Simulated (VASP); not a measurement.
Here is the system:

```xyz
4
Lattice="3.4839 0.0000 0.0000 0.0000 3.4839 0.0000 0.0000 0.0000 6.3205" Properties=species:S:1:pos:R:3 pbc="T T T"
Hf     0.0000     1.7419     5.3824
Hf     1.7419     0.0000     0.9381
Au     0.0000     1.7419     2.3476
Au     1.7419     0.0000     3.9729
```

Level of theory: PBEsol GGA, VASP's PBE PAW potentials (set 64) (plane waves; VASP). Run with 300 eV cut-off, 8×8×4 Γ-centred mesh, Gaussian smearing of 0.10 eV, potentials Hf_pv Au.

Q: Give the energies of bands 11 to 24 at the high-symmetry points, in eV from the Fermi level.

A: 
```json
[
 {"band": "11", "Γ": "-5.08", "X": "-5.64", "M": "-4.78", "Z": "-5.21", "R": "-5.18", "A": "-4.67"},
 {"band": "12", "Γ": "-5.08", "X": "-5.64", "M": "-4.78", "Z": "-5.10", "R": "-5.18", "A": "-4.67"},
 {"band": "13", "Γ": "-5.02", "X": "-4.83", "M": "-4.42", "Z": "-5.10", "R": "-4.90", "A": "-4.52"},
 {"band": "14", "Γ": "-4.90", "X": "-4.83", "M": "-4.42", "Z": "-5.07", "R": "-4.90", "A": "-4.52"},
 {"band": "15", "Γ": "-4.75", "X": "-3.96", "M": "-3.75", "Z": "-4.54", "R": "-4.09", "A": "-3.75"},
 {"band": "16", "Γ": "-4.24", "X": "-3.96", "M": "-3.75", "Z": "-4.16", "R": "-4.09", "A": "-3.75"},
 {"band": "17", "Γ": "-4.24", "X": "-3.27", "M": "-2.73", "Z": "-4.16", "R": "-3.51", "A": "-3.02"},
 {"band": "18", "Γ": "-3.91", "X": "-3.27", "M": "-2.73", "Z": "-3.94", "R": "-3.51", "A": "-3.02"},
 {"band": "19", "Γ": "-2.55", "X": "-1.17", "M": "-1.66", "Z": "-1.82", "R": "-1.96", "A": "-1.54"},
 {"band": "20", "Γ": "-0.95", "X": "-1.17", "M": "-1.66", "Z": "-0.75", "R": "-1.96", "A": "-1.54"},
 {"band": "21", "Γ": "1.12", "X": "0.29", "M": "0.06", "Z": "1.50", "R": "0.42", "A": "-0.79"},
 {"band": "22", "Γ": "1.12", "X": "0.29", "M": "0.06", "Z": "1.50", "R": "0.42", "A": "-0.79"},
 {"band": "23", "Γ": "2.02", "X": "1.34", "M": "2.54", "Z": "1.93", "R": "1.34", "A": "1.24"},
 {"band": "24", "Γ": "2.90", "X": "1.34", "M": "2.54", "Z": "2.25", "R": "1.34", "A": "1.24"}
]
```

It has no gap at this level: it comes out as a metal or semimetal.

The structure comes from a computed database's HfAu entry (P4/nmm); how it stands against other phases isn't given here. The cell was not relaxed at this level.
